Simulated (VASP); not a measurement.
# G0W0 gap of BN (Qingsongite) against strain, part 2 of 4

How does the quasiparticle gap of BN (Qingsongite) follow strain, and does the starting functional get the slope right? The cell is of the zinc-blende type, one of the forms listed for this formula, which need not be the common one. The start is a cell from a database of measured crystal structures.

VASP 6.6.1, plane waves and PAW; the level of theory is named at each step.

So far, gap on the k-mesh (eV): step 3 (empty bands) 4.46.

## 4. G0W0

This step: G0W0 on PBE; plane waves and PAW (N_GW, B_GW) (VASP 6.6.1).

One pass of GW corrects the levels to first order, with G and W from the starting orbitals.

Input file INCAR:

```
SYSTEM = BN
PREC = Accurate
ENCUT = 450
ISMEAR = 0
SIGMA = 0.01
LREAL = .FALSE.
GGA = PE
NBANDS = 56
ALGO = EVGW0
NELMGW = 1
ENCUTGW = 150
NOMEGA = 48
PRECFOCK = Fast
NBANDSGW = 16
LWAVE = .FALSE.
LCHARG = .FALSE.
```

Input file POSCAR:

```
BN
1.0
    0.0000000000      1.8075000000      1.8075000000
    1.8075000000      0.0000000000      1.8075000000
    1.8075000000      1.8075000000      0.0000000000
N B
1 1
Direct
    0.7500000000      0.7500000000      0.7500000000
    0.0000000000      0.0000000000      0.0000000000
```

Input file KPOINTS:

```
Automatic mesh
0
Gamma
8 8 8
0 0 0
```

Potentials, in the order of the species: N_GW and B_GW (PBE family, release 64).

Started as:

```console
> mpirun -np 8 vasp_std
```

Log:

```text
[banner, memory and clock lines left out]
running    8 mpi-ranks, on    1 nodes
 distrk:  each k-point on    8 cores,    1 groups
 distr:  one band on    1 cores,    8 groups

 POSCAR found type information on POSCAR N B
 POSCAR found :  2 types and       2 ions
 [... a notice as in an earlier step ...]

|                                                                             |
|           W    W    AA    RRRRR   N    N  II  N    N   GGGG   !!!           |
|           W    W   A  A   R    R  NN   N  II  NN   N  G    G  !!!           |
|           W    W  A    A  R    R  N N  N  II  N N  N  G       !!!           |
|           W WW W  AAAAAA  RRRRR   N  N N  II  N  N N  G  GGG   !            |
|           WW  WW  A    A  R   R   N   NN  II  N   NN  G    G                |
|           W    W  A    A  R    R  N    N  II  N    N   GGGG   !!!           |
|                                                                             |
|     The default for ENCUTGWSOFT is different in this version of VASP.       |
|     please manually set ENCUTGWSOFT =150 in the INCAR file.                 |
|                                                                             |

 LDA part: xc-table for (Slater+PW92), standard interpolation
 found WAVECAR, reading the header
 POSCAR, INCAR and KPOINTS ok, starting setup
 FFT: planning ... GRIDC
 FFT: planning ... GRID_SOFT
 FFT: planning ... GRID
 reading WAVECAR
 the WAVECAR file was read successfully
 initial charge from wavefunction
 available memory per node:     34.18 GB, setting MAXMEM to     35000

 The Fermi energy was updated, please check that it is located mid-gap
 values below the HOMO (VB) or above the LUMO (CB) will cause erroneous energies
 E-fermi :   9.6932

 calculate exact exchange contribution
 the WAVEDER file was read successfully
energies w=
    0.000    0.000    1.193    0.000    2.382    0.000    3.561    0.000
    4.727    0.000    5.876    0.000    7.006    0.000    8.116    0.000
    9.205    0.000   10.274    0.000   11.324    0.000   12.357    0.000
   13.376    0.000   14.382    0.000   15.379    0.000   16.370    0.000
   17.360    0.000   18.352    0.000   19.350    0.000   20.359    0.000
   21.385    0.000   22.432    0.000   23.507    0.000   24.617    0.000
   25.769    0.000   26.972    0.000   28.237    0.000   29.575    0.000
   31.001    0.000   32.532    0.000   34.187    0.000   35.992    0.000
   37.978    0.000   40.183    0.000   42.660    0.000   45.470    0.000
   48.699    0.000   52.463    0.000   56.919    0.000   62.290    0.000
   68.905    0.000   77.259    0.000   88.149    0.000  102.930    0.000
  124.114    0.000  156.930    0.000  214.389    0.000  340.294    0.000
 responsefunction array rank=      64
 LDA part: xc-table for (Slater+PW92), standard interpolation

 min. memory requirement per mpi rank    121.8 MB, per node    974.1 MB

 allocating   6 responsefunctions rank=    64
 shmem allocating  48 responsefunctions rank=    64
 response function shared by NCSHMEM nodes    1
 Doing            6  frequencies on each core in blocks of           48
NQ=   1    0.0000    0.0000    0.0000,
|.........|.........|.........|.........|.........|.........|.........|.........
 performed        264000 updates of chi_q(r,r)
 total number of BLAS operations          7.38 Gflops
NQ=   2    0.1250    0.0000    0.0000,
|.........|.........|.........|.........|.........|.........|.........|.........
 performed        778000 updates of chi_q(r,r)
 total number of BLAS operations         21.21 Gflops
NQ=   3    0.2500    0.0000    0.0000,
|.........|.........|.........|.........|.........|.........|.........|.........
 performed       1292000 updates of chi_q(r,r)
 total number of BLAS operations         32.33 Gflops
NQ=   4    0.3750    0.0000    0.0000,
|.........|.........|.........|.........|.........|.........|.........|.........
 performed       1806000 updates of chi_q(r,r)
 total number of BLAS operations         41.03 Gflops
NQ=   5    0.5000    0.0000    0.0000,
|.........|.........|.........|.........|.........|.........|.........|.........
 performed       2219000 updates of chi_q(r,r)
 total number of BLAS operations         49.98 Gflops
NQ=   6    0.1250    0.1250    0.0000,
|.........|.........|.........|.........|.........|.........|.........|.........
 performed       2718000 updates of chi_q(r,r)
 total number of BLAS operations         62.08 Gflops
NQ=   7    0.2500    0.1250    0.0000,
|.........|.........|.........|.........|.........|.........|.........|.........
 performed       3597000 updates of chi_q(r,r)
 total number of BLAS operations         81.84 Gflops
NQ=   8    0.3750    0.1250    0.0000,
|.........|.........|.........|.........|.........|.........|.........|.........
 performed       4476000 updates of chi_q(r,r)
 total number of BLAS operations         98.74 Gflops
NQ=   9    0.5000    0.1250    0.0000,
|.........|.........|.........|.........|.........|.........|.........|.........
 performed       5355000 updates of chi_q(r,r)
 total number of BLAS operations        114.95 Gflops
NQ=  10   -0.3750    0.1250    0.0000,
|.........|.........|.........|.........|.........|.........|.........|.........
 performed       6234000 updates of chi_q(r,r)
 total number of BLAS operations        129.84 Gflops
NQ=  11   -0.2500    0.1250    0.0000,
|.........|.........|.........|.........|.........|.........|.........|.........
 performed       7113000 updates of chi_q(r,r)
 total number of BLAS operations        147.43 Gflops
NQ=  12   -0.1250    0.1250    0.0000,
|.........|.........|.........|.........|.........|.........|.........|.........
 performed       7820000 updates of chi_q(r,r)
 total number of BLAS operations        163.34 Gflops
NQ=  13    0.2500    0.2500    0.0000,
|.........|.........|.........|.........|.........|.........|.........|.........
 performed       8319000 updates of chi_q(r,r)
 total number of BLAS operations        174.14 Gflops
NQ=  14    0.3750    0.2500    0.0000,
|.........|.........|.........|.........|.........|.........|.........|.........
 performed       9198000 updates of chi_q(r,r)
 total number of BLAS operations        190.36 Gflops
NQ=  15    0.5000    0.2500    0.0000,
|.........|.........|.........|.........|.........|.........|.........|.........
 performed      10077000 updates of chi_q(r,r)
 total number of BLAS operations        206.57 Gflops
NQ=  16   -0.3750    0.2500    0.0000,
|.........|.........|.........|.........|.........|.........|.........|.........
 performed      10956000 updates of chi_q(r,r)
 total number of BLAS operations        222.78 Gflops
NQ=  17   -0.2500    0.2500    0.0000,
|.........|.........|.........|.........|.........|.........|.........|.........
 performed      11663000 updates of chi_q(r,r)
 total number of BLAS operations        236.38 Gflops
NQ=  18    0.3750    0.3750    0.0000,
|.........|.........|.........|.........|.........|.........|.........|.........
 performed      12162000 updates of chi_q(r,r)
 total number of BLAS operations        244.12 Gflops
NQ=  19    0.5000    0.3750    0.0000,
|.........|.........|.........|.........|.........|.........|.........|.........
 performed      13041000 updates of chi_q(r,r)
 total number of BLAS operations        259.01 Gflops
NQ=  20   -0.3750    0.3750    0.0000,
|.........|.........|.........|.........|.........|.........|.........|.........
 performed      13748000 updates of chi_q(r,r)
 total number of BLAS operations        272.05 Gflops
NQ=  21    0.5000    0.5000    0.0000,
|.........|.........|.........|.........|.........|.........|.........|.........
 performed      14113000 updates of chi_q(r,r)
 total number of BLAS operations        278.78 Gflops
NQ=  22    0.3750    0.2500    0.1250,
|.........|.........|.........|.........|.........|.........|.........|.........
 performed      15092000 updates of chi_q(r,r)
 total number of BLAS operations        298.38 Gflops
NQ=  23    0.5000    0.2500    0.1250,
|.........|.........|.........|.........|.........|.........|.........|.........
 performed      16222000 updates of chi_q(r,r)
 total number of BLAS operations        320.09 Gflops
NQ=  24   -0.3750    0.2500    0.1250,
|.........|.........|.........|.........|.........|.........|.........|.........
 performed      17137000 updates of chi_q(r,r)
 total number of BLAS operations        339.90 Gflops
NQ=  25    0.5000    0.3750    0.1250,
|.........|.........|.........|.........|.........|.........|.........|.........
 performed      18116000 updates of chi_q(r,r)
 total number of BLAS operations        357.96 Gflops
NQ=  26   -0.3750    0.3750    0.1250,
|.........|.........|.........|.........|.........|.........|.........|.........
 performed      19246000 updates of chi_q(r,r)
 total number of BLAS operations        379.68 Gflops
NQ=  27   -0.2500    0.3750    0.1250,
|.........|.........|.........|.........|.........|.........|.........|.........
 performed      20161000 updates of chi_q(r,r)
 total number of BLAS operations        397.26 Gflops
NQ=  28   -0.3750    0.5000    0.1250,
|.........|.........|.........|.........|.........|.........|.........|.........
 performed      20870000 updates of chi_q(r,r)
 total number of BLAS operations        409.27 Gflops
NQ=  29   -0.2500    0.5000    0.2500,
|.........|.........|.........|.........|.........|.........|.........|.........
 performed      21362000 updates of chi_q(r,r)
 total number of BLAS operations        416.90 Gflops
 resolving degeneracies of screened two electron integrals

 calculate QP shifts <psi_nk| G(iteration)W_0 |psi_nk>: iteration 1
 entering main loop
```

Elapsed: 32 s, on 8 MPI ranks of Intel Xeon 6975P-C (Granite Rapids), shared host; peak memory 1.4 GiB.

OUTCAR, selected parts (step 4):

```text
The static configuration has the point symmetry T_d .

 Found     29 irreducible k-points:

   k-points           NKPTS =     29   k-points in BZ     NKDIM =    512   number of bands    NBANDS=     56

   NELECT =       8.0000    total number of electrons

 E-fermi :   9.6932

 QP shifts <psi_nk| G(iteration)W_0 |psi_nk>: iteration 1
 for sc-GW calculations column KS-energies equals QP-energies in previous step
 and V_xc(KS)=  KS-energies - (<T + V_ion + V_H > + <T+V_H+V_ion>^1  + <V_x>^1)
 k-point   1 :       0.0000    0.0000    0.0000
  band No.  KS-energies  QP-energies   sigma(KS)   V_xc(KS)     V^pw_x(r,r')   Z            occupation Imag(sigma)
      1     -12.7713     -14.7659     -18.0489     -15.4891     -26.4993       0.7792       2.0000       1.4758
      2       7.4633       6.6952     -19.2183     -18.2867     -21.8462       0.8244       2.0000       0.0897
      3       7.4633       6.6952     -19.2183     -18.2867     -21.8462       0.8244       2.0000       0.0897
      4       7.4633       6.6952     -19.2183     -18.2867     -21.8462       0.8244       2.0000       0.0897
      5      16.2832      17.6329     -12.1645     -13.7847      -7.0362       0.8331       0.0000      -0.1115
      6      16.2832      17.6329     -12.1645     -13.7847      -7.0362       0.8331       0.0000      -0.1115
      7      16.2832      17.6329     -12.1645     -13.7847      -7.0362       0.8331       0.0000      -0.1115
      8      17.8049      18.9968     -13.9750     -15.4381      -8.4177       0.8147       0.0000      -0.1374
    ...

 k-point   2 :       0.1250    0.0000    0.0000
  band No.  KS-energies  QP-energies   sigma(KS)   V_xc(KS)     V^pw_x(r,r')   Z            occupation Imag(sigma)
      1     -12.3931     -14.3503     -18.0726     -15.5536     -26.4508       0.7770       2.0000       1.4216
      2       5.5852       4.6007     -18.5623     -17.3599     -21.4975       0.8188       2.0000       0.1025
      3       7.0805       6.2733     -19.0252     -18.0453     -21.7017       0.8238       2.0000       0.0916
      4       7.0805       6.2733     -19.0252     -18.0453     -21.7017       0.8238       2.0000       0.0916
      5      16.6509      17.9134     -12.6676     -14.1886      -7.5004       0.8301       0.0000      -0.1154
      6      16.8541      18.2507     -12.3486     -14.0319      -7.1071       0.8297       0.0000      -0.1165
      7      16.8541      18.2507     -12.3486     -14.0319      -7.1071       0.8297       0.0000      -0.1165
      8      18.9896      20.3855     -14.1308     -15.8540      -8.3901       0.8101       0.0000      -0.1484
    ...

 k-point   3 :       0.2500    0.0000    0.0000
  band No.  KS-energies  QP-energies   sigma(KS)   V_xc(KS)     V^pw_x(r,r')   Z            occupation Imag(sigma)
      1     -11.2935     -13.1537     -18.1800     -15.7730     -26.3469       0.7728       2.0000       1.2653
      2       1.9847       0.6540     -17.8835     -16.2221     -21.6895       0.8010       2.0000       0.1487
      3       6.3339       5.4439     -18.7742     -17.6911     -21.5949       0.8217       2.0000       0.0970
      4       6.3339       5.4439     -18.7742     -17.6911     -21.5949       0.8217       2.0000       0.0970
      5      17.1066      18.2868     -13.0231     -14.4503      -7.7602       0.8269       0.0000      -0.1211
      6      17.8045      19.2526     -12.4872     -14.2393      -7.0425       0.8265       0.0000      -0.1265
      7      17.8045      19.2526     -12.4872     -14.2393      -7.0425       0.8265       0.0000      -0.1265
      8      21.0348      22.6026     -14.1351     -16.0979      -7.9203       0.7987       0.0000      -0.1827
    ...

[... 7 parts as in an earlier step ...]

[... 5 further parts left out ...]
```

Numbers from this step:

| Quantity | Value |
| --- | --- |
| quasiparticle gap on the mesh | 5.947 eV |
| smallest direct quasiparticle gap on the mesh | 10.94 eV |
| gap of the starting orbitals on the mesh | 4.460 eV |

GW takes the gap from 4.460 to 5.947 eV. The value holds for 56 bands, ENCUTGW = 150 eV and this mesh, and isn't shown to be converged in them.

## 5. Ground state of a strained cell, scale 0.94

This step: PBE; plane waves and PAW (N_GW, B_GW) (VASP 6.6.1).

The volume is scaled by 0.94, at the same cutoff, mesh and band count, and the chain is run again.

Input file INCAR:

```
SYSTEM = BN
PREC = Accurate
ENCUT = 450
EDIFF = 1E-08
NELM = 100
ISMEAR = 0
SIGMA = 0.01
LREAL = .FALSE.
ALGO = Normal
GGA = PE
NBANDS = 10
LORBIT = 11
LWAVE = .TRUE.
LCHARG = .FALSE.
KPAR = 8
```

Input file POSCAR:

```
BN
1.0
    0.0000000000      1.7706018915      1.7706018915
    1.7706018915      0.0000000000      1.7706018915
    1.7706018915      1.7706018915      0.0000000000
N B
1 1
Direct
    0.7500000000      0.7500000000      0.7500000000
    0.0000000000      0.0000000000      0.0000000000
```

KPOINTS is that of step 4.

Started as:

```console
> mpirun -np 8 vasp_std
```

Log:

```text
[banner, memory and clock lines left out]
running    8 mpi-ranks, on    1 nodes
 distrk:  each k-point on    1 cores,    8 groups
 distr:  one band on    1 cores,    1 groups

 POSCAR found type information on POSCAR N B
 POSCAR found :  2 types and       2 ions
 [... a notice as in an earlier step ...]

 LDA part: xc-table for (Slater+PW92), standard interpolation
 POSCAR, INCAR and KPOINTS ok, starting setup
 FFT: planning ... GRIDC
 FFT: planning ... GRID_SOFT
 FFT: planning ... GRID
 WAVECAR not read
 entering main loop
       N       E                     dE             d eps       ncg     rms          rms(c)
DAV:   1     0.271900493183E+02    0.27190E+02   -0.50327E+03   588   0.814E+02
DAV:   2    -0.174848624650E+02   -0.44675E+02   -0.42275E+02   678   0.234E+02
DAV:   3    -0.184069109604E+02   -0.92205E+00   -0.91967E+00   736   0.302E+01
DAV:   4    -0.184107271802E+02   -0.38162E-02   -0.38158E-02   704   0.204E+00
DAV:   5    -0.184107449945E+02   -0.17814E-04   -0.17814E-04   698   0.133E-01    0.631E+00
DAV:   6    -0.174903376514E+02    0.92041E+00   -0.27499E+00   790   0.145E+01    0.242E+00
DAV:   7    -0.173907729683E+02    0.99565E-01   -0.12035E-01   832   0.362E+00    0.118E+00
DAV:   8    -0.173750693887E+02    0.15704E-01   -0.40782E-02   826   0.208E+00    0.151E-01
DAV:   9    -0.173755199116E+02   -0.45052E-03   -0.92368E-04   650   0.304E-01    0.344E-02
DAV:  10    -0.173755232536E+02   -0.33421E-05   -0.53702E-05   708   0.829E-02    0.929E-03
DAV:  11    -0.173755271903E+02   -0.39367E-05   -0.55272E-06   670   0.233E-02    0.311E-03
DAV:  12    -0.173755270906E+02    0.99657E-07   -0.58563E-07   766   0.820E-03    0.427E-04
DAV:  13    -0.173755271370E+02   -0.46409E-07   -0.22264E-08   626   0.144E-03    0.657E-05
DAV:  14    -0.173755271467E+02   -0.96926E-08   -0.75861E-10   424   0.300E-04
   1 F= -.17375527E+02 E0= -.17375527E+02  d E =-.193916E-80
 writing wavefunctions
```

Elapsed: 1 s, on 8 MPI ranks; peak memory 0.83 GiB; 3.9 s of CPU time.

Parts of OUTCAR (step 5):

```text
   ENCUT  =  450.0 eV  33.07 Ry    5.75 a.u.   4.33  4.33  4.33*2*pi/ulx,y,z

   NELECT =       8.0000    total number of electrons

 E-fermi :   8.3775

 k-point     1 :       0.0000    0.0000    0.0000
  band No.  band energies     occupation
      1     -12.7087      2.00000
      2       8.2450      2.00000
      3       8.2450      2.00000
      4       8.2450      2.00000
      5      17.3644      0.00000
      6      17.3644      0.00000
      7      17.3644      0.00000
      8      19.6146      0.00000
      9      34.1782      0.00000
    ...

  Total        1.7606255      1.7606255      1.7606255     -0.0000000     -0.0000000      0.0000000
  in kB      254.0883860    254.0883860    254.0883860     -0.0000000     -0.0000000      0.0000000
  external PRESSURE =     254.0883860 kB  Pullay stress =       0.0000000 kB

 POSITION                                       TOTAL-FORCE (eV/Angst)
 -----------------------------------------------------------------------------------
      2.65590      2.65590      2.65590        -0.000000     -0.000000     -0.000000
      0.00000      0.00000      0.00000         0.000000      0.000000      0.000000
 -----------------------------------------------------------------------------------
    total drift:                               -0.000000     -0.000000      0.000000

  FREE ENERGIE OF THE ION-ELECTRON SYSTEM (eV)
  ---------------------------------------------------
  free  energy   TOTEN  =       -17.3755271467 eV

  energy  without entropy=      -17.3755271467  energy(sigma->0) =      -17.37552715

[... 4 parts as in an earlier step ...]

[... 12 further parts left out ...]
```

Numbers from this step:

```
free energy (TOTEN)            : -17.38 eV
Fermi energy                   : 8.377 eV
pressure                       : 25.41 GPa
gap on the k-mesh              : 4.527 eV
least direct gap on the k-mesh : 9.119 eV
```

The run ends at a pressure of 25.41 GPa.

## 6. Empty bands, scale 0.94

The empty bands are made again, for the run that follows.

Input file INCAR:

```
SYSTEM = BN
PREC = Accurate
ENCUT = 450
ISMEAR = 0
SIGMA = 0.01
LREAL = .FALSE.
GGA = PE
NBANDS = 56
ALGO = Exact
NELM = 1
LWAVE = .TRUE.
LCHARG = .FALSE.
LOPTICS = .TRUE.
NEDOS = 1000
CSHIFT = 0.1
```

POSCAR is that of step 5.

KPOINTS is that of step 5.

Started as:

```console
> mpirun -np 8 vasp_std
```

Log:

```text
[... set-up lines as in an earlier step ...]
 entering main loop
       N       E                     dE             d eps       ncg     rms          rms(c)
DIA:   1    -0.173755271454E+02   -0.17376E+02    0.00000E+00     0   0.000E+00
   1 F= -.17375527E+02 E0= -.17375527E+02  d E =-.312274E-82
 writing wavefunctions
 optical routines
 imaginary and real dielectric function
 recalculating local potential from charge density
 direction            1
 direction            2
 direction            3
```

It took 1.4 s on 8 MPI ranks; peak memory 0.81 GiB; 6 s of CPU time.

OUTCAR, selected parts (step 6):

```text
  Total        1.7606851      1.7606851      1.7606851     -0.0000000      0.0000000     -0.0000000
  in kB      254.0969737    254.0969737    254.0969737     -0.0000000      0.0000000     -0.0000000
  external PRESSURE =     254.0969737 kB  Pullay stress =       0.0000000 kB

 POSITION                                       TOTAL-FORCE (eV/Angst)
 -----------------------------------------------------------------------------------
      2.65590      2.65590      2.65590         0.000000      0.000000      0.000000
      0.00000      0.00000      0.00000        -0.000000     -0.000000     -0.000000
 -----------------------------------------------------------------------------------
    total drift:                               -0.000000     -0.000000      0.000000

  FREE ENERGIE OF THE ION-ELECTRON SYSTEM (eV)
  ---------------------------------------------------
  free  energy   TOTEN  =       -17.3755271454 eV

  energy  without entropy=      -17.3755271454  energy(sigma->0) =      -17.37552715

[... 2 parts as in an earlier step ...]

[... 1 further part left out ...]
[key lines of the parts left out:]
E-fermi :   8.3790
```

[end of part 2 of 4]

[Lines on the potential files, build, host, timing and source positions are cut from VASP's logs without a mark.]

[Logs are printed without paths, hosts, clocks, repeated set-up lines and the standing remarks that a program may print on its own settings, such as how far it seeks lower states.]

[Hosts, paths, dates, database ids (printed as entryN), source tags and the programs' standing remarks are cut or masked in the printed files.]

[Pressures printed for these runs are not shown converged in the cutoff: they can be off by several GPa and have the wrong sign.]

[In band tables of VASP the shares of atoms and orbitals are scaled to a sum of 1 inside the atoms' spheres.]
